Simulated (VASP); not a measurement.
Level of theory: PBE GGA, VASP's PBE PAW potentials (set 64) (plane waves; VASP 6.6.1).

VASP input:

File KPOINTS:
```
Automatic mesh
0
Gamma
11 11 11
0 0 0
```

**POSCAR**
```
Tc
1
   -2.3476680000     2.3476680000     1.2809160000
    2.3476680000    -2.3476680000     1.2809160000
    2.3476680000     2.3476680000    -1.2809160000
Tc
2
Direct
  0.7500000000   0.2500000000   0.5000000000
  0.0000000000   0.0000000000   0.0000000000
```

### INCAR
```
SYSTEM  =  Tc
PREC  =  Accurate; ENCUT  =  300; LREAL  =  .FALSE.
LASPH  =  .TRUE.
EDIFF  =  1E-6; NELM  =  100; ALGO  =  Normal
LMAXMIX  =  4
ISMEAR  =  0; SIGMA  =  0.1
GGA  =  PE
ISIF  =  2
LWAVE  =  .FALSE.; LCHARG  =  .FALSE.
```

POTCAR, in this order: Tc_pv (PBE.64 set). Program: vasp_std.

The run wrote:

File OSZICAR:
```
       N       E                     dE             d eps       ncg     rms          rms(c)
DAV:   1     0.201428499922E+03    0.20143E+03   -0.12806E+04  5228   0.103E+03
DAV:   2    -0.149801976522E+02   -0.21641E+03   -0.21418E+03  4643   0.352E+02
DAV:   3    -0.197007048738E+02   -0.47205E+01   -0.46475E+01  5175   0.599E+01
DAV:   4    -0.197434814248E+02   -0.42777E-01   -0.42545E-01  4682   0.528E+00
DAV:   5    -0.197439488003E+02   -0.46738E-03   -0.46700E-03  4846   0.486E-01    0.251E+01
DAV:   6    -0.189070191463E+02    0.83693E+00   -0.18971E+00  4559   0.135E+01    0.984E+00
DAV:   7    -0.187896420448E+02    0.11738E+00   -0.44635E-01  5083   0.608E+00    0.154E+00
DAV:   8    -0.187822137787E+02    0.74283E-02   -0.18622E-02  4400   0.141E+00    0.115E-01
DAV:   9    -0.187818889448E+02    0.32483E-03   -0.35269E-04  4673   0.200E-01    0.186E-02
DAV:  10    -0.187818717041E+02    0.17241E-04   -0.13539E-05  4704   0.363E-02    0.811E-03
DAV:  11    -0.187818706089E+02    0.10952E-05   -0.25495E-06  3726   0.161E-02    0.336E-03
DAV:  12    -0.187818694368E+02    0.11721E-05   -0.23813E-07  2197   0.520E-03    0.813E-04
DAV:  13    -0.187818694025E+02    0.34303E-07   -0.16158E-08  2174   0.101E-03
   1 F= -.18781869E+02 E0= -.18774615E+02  d E =-.145095E-01
```

**OUTCAR**
```
------------------------ aborting loop because EDIFF is reached ----------------------------------------
  FORCE on cell =-STRESS in cart. coord.  units (eV):
  Direction    XX          YY          ZZ          XY          YZ          ZX
  --------------------------------------------------------------------------------------
  Total        6.5536175      6.5536175      3.8963445      0.0000000      0.0000000      0.0000000
  in kB      371.8242179    371.8242179    221.0619144      0.0000000      0.0000000      0.0000000
  external PRESSURE =     321.5701167 kB  Pullay stress =       0.0000000 kB
  volume of cell :       28.24
      direct lattice vectors                 reciprocal lattice vectors
    -2.347668000  2.347668000  1.280916000     0.000000000  0.212977303  0.390345659
     2.347668000 -2.347668000  1.280916000     0.212977303  0.000000000  0.390345659
     2.347668000  2.347668000 -1.280916000     0.212977303  0.212977303  0.000000000
 POSITION                                       TOTAL-FORCE (eV/Angst)
 -----------------------------------------------------------------------------------
      0.00000      2.34767      0.64046        -0.000000      0.000000     -0.000000
      0.00000      0.00000      0.00000         0.000000     -0.000000      0.000000
 -----------------------------------------------------------------------------------
    total drift:                               -0.000000     -0.000000     -0.000000
  FREE ENERGIE OF THE ION-ELECTRON SYSTEM (eV)
  ---------------------------------------------------
  free  energy   TOTEN  =       -18.7818694025 eV

  energy  without entropy=      -18.7673599359  energy(sigma->0) =      -18.77461467
```
(Selected blocks of OUTCAR.)

At this cut-off the stress carries a Pulay error, which pulls relaxed volumes low.

The structure was generated: Tc was put into an ordered model structure, which need not be its known phase. The cell was not relaxed at this level, and its volume differs by -5.9 % from the start's.
